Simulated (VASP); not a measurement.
Crystal: MoS2.

```
CELL_PARAMETERS angstrom
3.16900 0.00000 0.00000
-1.58450 2.74443 0.00000
0.00000 0.00000 12.32400
ATOMIC_POSITIONS crystal
Mo 0.33333 0.66667 0.25000
Mo 0.66667 0.33333 0.75000
S 0.33333 0.66667 0.62300
S 0.66667 0.33333 0.12300
S 0.33333 0.66667 0.87700
S 0.66667 0.33333 0.37700
```

| Quantity | Value |
| --- | --- |
| Program | VASP 6.6.1 |
| Task | relaxation of cell and atoms |
| Functional | PBE |
| Dispersion | D3(BJ) |
| Potentials or basis | VASP PAW PBE potentials, release 64 (Mo_sv, S) |
| Cutoff | 600 eV |
| k mesh | 12 × 12 × 3 |
| Occupations | gaussian, width 0.03 eV |
| Spin | no spin polarisation |

At the start: pressure -2.1 GPa; volume 17.86 Å³/atom.

Q: Where does the relaxation end?

A: Over 11 steps the energy falls by 2.8 meV/atom and the volume is 17.30 Å³/atom (-3.2 %); space group P6_3/mmc (No. 194, to 0.05 Å).

The path:
| step | energy change (eV) | largest force (eV/Å) | pressure (GPa) | volume (Å³) |
| --- | --- | --- | --- | --- |
| 1 | 0.0000 | 0.0753 | -2.05 | 107.18 |
| 2 | 0.0163 | 0.5260 | 3.47 | 103.67 |
| 3 | -0.0088 | 0.1417 | -0.09 | 105.86 |
| 4 | -0.0114 | 0.0580 | -0.06 | 105.44 |
| 5 | -0.0115 | 0.0366 | -0.07 | 105.33 |
| 6 | -0.0130 | 0.0355 | -0.03 | 105.08 |
| 7 | -0.0160 | 0.0313 | 0.07 | 104.31 |
| 8 | -0.0149 | 0.0206 | 0.41 | 102.76 |
| 9 | -0.0168 | 0.0313 | 0.21 | 103.72 |
| 10 | -0.0145 | 0.1359 | -1.02 | 104.15 |
| 11 | -0.0169 | 0.0015 | -0.01 | 103.80 |

Final structure:
```xyz
6
Lattice="3.1488 0.0000 0.0000 -1.5744 2.7269 0.0000 0.0000 0.0000 12.0885" Properties=species:S:1:pos:R:3 pbc="T T T"
Mo    0.0000    1.8180    3.0221
Mo    1.5744    0.9090    9.0664
S     0.0000    1.8180    7.5012
S     1.5744    0.9090    1.4570
S     0.0000    1.8180   10.6315
S     1.5744    0.9090    4.5873
```
